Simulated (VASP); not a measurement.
A convergence study with VASP on Ca (space group Fm-3m): one setting is varied, all else stays as given below, so the limit is that of these other settings.

```
Ca
1.0
    0.00000     2.79837     2.79837
    2.79837     0.00000     2.79837
    2.79837     2.79837     0.00000
Ca
1
Direct
  0.00000   0.00000   0.00000
```

Level of theory: PBEsol GGA, VASP's PBE PAW potentials (set 64) (plane waves; VASP). The tightest run used: 300 eV cut-off, 22×22×22 Γ-centred mesh, Gaussian smearing of 0.10 eV, potentials Ca_sv.

The settings run are 2×2×2 mesh; 3×3×3 mesh; 4×4×4 mesh; 5×5×5 mesh; 6×6×6 mesh; 7×7×7 mesh; 8×8×8 mesh; 9×9×9 mesh; 11×11×11 mesh; 12×12×12 mesh; 13×13×13 mesh; 15×15×15 mesh; 16×16×16 mesh; 18×18×18 mesh; 20×20×20 mesh; 22×22×22 mesh. From which on does the stress (every component) stay within 0.2 GPa of the tightest run?

From 3×3×3 mesh on: it is off by 0.13 there and by no more than 0.2 in any finer run, while 2×2×2 mesh is off by 2.75.
| setting | E (eV/atom) | pressure (GPa) | irreducible k-points | difference judged (GPa) |
|---|---|---|---|---|
| 2×2×2 mesh | -1.7401 | -4.11 | 3 | 2.75 |
| 3×3×3 mesh | -2.0896 | -1.23 | 4 | 0.13 |
| 4×4×4 mesh | -2.1934 | -1.26 | 8 | 0.09 |
| 5×5×5 mesh | -2.1221 | -1.51 | 10 | 0.15 |
| 6×6×6 mesh | -2.0994 | -1.42 | 16 | 0.07 |
| 7×7×7 mesh | -2.1346 | -1.31 | 20 | 0.04 |
| 8×8×8 mesh | -2.1272 | -1.37 | 29 | 0.01 |
| 9×9×9 mesh | -2.1255 | -1.33 | 35 | 0.02 |
| 11×11×11 mesh | -2.1284 | -1.36 | 56 | 0.01 |
| 12×12×12 mesh | -2.1262 | -1.34 | 72 | 0.01 |
| 13×13×13 mesh | -2.1273 | -1.36 | 84 | 0.00 |
| 15×15×15 mesh | -2.1279 | -1.35 | 120 | 0.00 |
| 16×16×16 mesh | -2.1275 | -1.36 | 145 | 0.00 |
| 18×18×18 mesh | -2.1278 | -1.35 | 195 | 0.00 |
| 20×20×20 mesh | -2.1278 | -1.35 | 256 | 0.00 |
| 22×22×22 mesh | -2.1276 | -1.35 | 328 | 0.00 |

Left out are rungs that failed or repeat a setting and relaxations that didn't move; long series are thinned to 24 rows.

The structure is a typed Ca crystal (space group no. 225). The cell was not relaxed at this level.
